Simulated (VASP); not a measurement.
Output of a VASP run:

**OSZICAR**
```
       N       E                     dE             d eps       ncg     rms          rms(c)
DAV:   1     0.102765330002E+03    0.10277E+03   -0.68213E+03    20   0.106E+03
DAV:   2    -0.693511082570E+01   -0.10970E+03   -0.10680E+03    24   0.382E+02
DAV:   3    -0.858356417747E+01   -0.16485E+01   -0.15668E+01    24   0.516E+01
DAV:   4    -0.868489260856E+01   -0.10133E+00   -0.71250E-01    22   0.101E+01
DAV:   5    -0.869706452061E+01   -0.12172E-01   -0.11825E-01    22   0.299E+00    0.876E+00
DAV:   6    -0.885662486441E+01   -0.15956E+00   -0.16007E-01    20   0.677E+00    0.518E+00
DAV:   7    -0.900078669885E+01   -0.14416E+00   -0.35012E-01    20   0.103E+01    0.102E+00
DAV:   8    -0.899861573723E+01    0.21710E-02   -0.24976E-02    22   0.211E+00    0.140E-01
DAV:   9    -0.899875072489E+01   -0.13499E-03   -0.60897E-04    28   0.348E-01    0.384E-02
DAV:  10    -0.899873866933E+01    0.12056E-04   -0.25618E-05    28   0.765E-02    0.106E-02
DAV:  11    -0.899873785489E+01    0.81444E-06   -0.18091E-06    18   0.187E-02
   1 F= -.89987379E+01 E0= -.89564237E+01  d E =-.846284E-01
```

File OUTCAR:
```
------------------------ aborting loop because EDIFF is reached ----------------------------------------
  FORCE on cell =-STRESS in cart. coord.  units (eV):
  Direction    XX          YY          ZZ          XY          YZ          ZX
  --------------------------------------------------------------------------------------
  Total       13.6083663     13.6083663     13.6083663      0.0000000     -0.0000000      0.0000000
  in kB     1213.4021215   1213.4021215   1213.4021215      0.0000000     -0.0000000      0.0000000
  external PRESSURE =    1213.4021215 kB  Pullay stress =       0.0000000 kB
  volume of cell :       17.97
      direct lattice vectors                 reciprocal lattice vectors
    -1.650000000  1.650000000  1.650000000     0.000000000  0.303030303  0.303030303
     1.650000000 -1.650000000  1.650000000     0.303030303  0.000000000  0.303030303
     1.650000000  1.650000000 -1.650000000     0.303030303  0.303030303  0.000000000
 POSITION                                       TOTAL-FORCE (eV/Angst)
 -----------------------------------------------------------------------------------
      0.00000      0.00000      0.00000         0.000000     -0.000000      0.000000
 -----------------------------------------------------------------------------------
    total drift:                                0.000000     -0.000000      0.000000
  FREE ENERGIE OF THE ION-ELECTRON SYSTEM (eV)
  ---------------------------------------------------
  free  energy   TOTEN  =        -8.9987378549 eV

  energy  without entropy=       -8.9141094934  energy(sigma->0) =       -8.95642367
```
(Selected blocks of OUTCAR.)

POSCAR:
```
Nb
1
   -1.6500000000     1.6500000000     1.6500000000
    1.6500000000    -1.6500000000     1.6500000000
    1.6500000000     1.6500000000    -1.6500000000
Nb
1
Direct
  0.0000000000   0.0000000000   0.0000000000
```

Write an INCAR and KPOINTS that could have produced this output.

One answer among several that fit: the input of the run itself, PBE GGA, plane waves, VASP's PBE PAW potentials (set 64).

**KPOINTS**
```
kpoints
0
Gamma
1 1 1
```

### INCAR
```
LASPH = T   # aspherical one-centre terms
ISIF = 2
SIGMA = 0.05   # width (eV)
ALGO = Normal
SYSTEM = Nb
ENCUT = 400
EDIFF = 1E-6   # SCF stop (eV)
LREAL = F
NELM = 100   # most electronic steps
PREC = Accurate
LWAVE = F
LMAXMIX = 4   # l cut-off of mixed one-centre charges
LCHARG = F
ISMEAR = 0   # Gaussian
GGA = PE
```

POTCAR, in this order: Nb_sv (PBE.64 set). Program: vasp_std.

The compound is Nb in the bcc structure. The cell was not relaxed at this level. The k-mesh is coarse (spacing up to 2.69 per Å, 2π included), so the numbers may not be converged in it.
